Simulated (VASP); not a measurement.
VASP runs on NiO (space group Fm-3m) share one base input (PBE GGA, plane waves, VASP's PBE PAW potentials (set 64)) and change the settings named in each case.

File POSCAR:
```
NiO
1
    4.2694520000     2.1347260000     2.1347260000
    2.1347260000     4.2694520000     2.1347260000
    2.1347260000     2.1347260000     4.2694520000
Ni O
2 2
Direct
  0.0000000000   0.0000000000   0.0000000000
  0.5000000000   0.5000000000   0.5000000000
  0.2500000000   0.2500000000   0.2500000000
  0.7500000000   0.7500000000   0.7500000000
```

**INCAR**
```
ALGO=Normal
EDIFF=1E-6
ENCUT=400
GGA=PE
ISIF=2
ISMEAR=-1
ISPIN=2
LASPH=.TRUE.
LCHARG=.FALSE.
LMAXMIX=4
LORBIT=11
LREAL=.FALSE.
LWAVE=.FALSE.
MAGMOM=2.0 -2.0 0.0 0.0
NELM=100
PREC=Accurate
SIGMA=0.02
SYSTEM=NiO
```

File KPOINTS:
```
kpoints
0
G
9 9 9
0 0 0
```

POTCAR, in this order: Ni O (PBE.64 set). Program: vasp_std.

| change | E(σ→0) (eV/atom) | pressure (GPa) |
|---|---|---|
| base run | -5.8635 | -15.09 |
| GGA = PS | -6.2696 | -24.54 |
| KPOINTS 6×6×6 Γ-centred mesh | -5.8636 | -15.12 |
| LDAU = .TRUE., LDAUJ = 0 0, LDAUL = 2 -1, LDAUTYPE = 2, LDAUU = 1.0 0 | -5.6985 | [?] |

Task: What belongs in the gaps?

Result: 
- LDAU = .TRUE., LDAUJ = 0 0, LDAUL = 2 -1, LDAUTYPE = 2, LDAUU = 1.0 0, pressure (GPa): -14.80

Energies of different potentials or functionals have different zeros.  At 400 eV the pressure can carry a Pulay error.

Left out are runs that ran out of time, are held back, or changed the cell or the kind of run, fixed moments of cells without a moment, rows past the twelfth, gaps on odd meshes, pressures of charged cells and columns that move by less than the noise.

The structure is a typed NiO crystal. The cell was not relaxed at this level, its lattice was scaled by up to 2.5 %. The spin order is the one that the start imposed; others were not tried in this run.
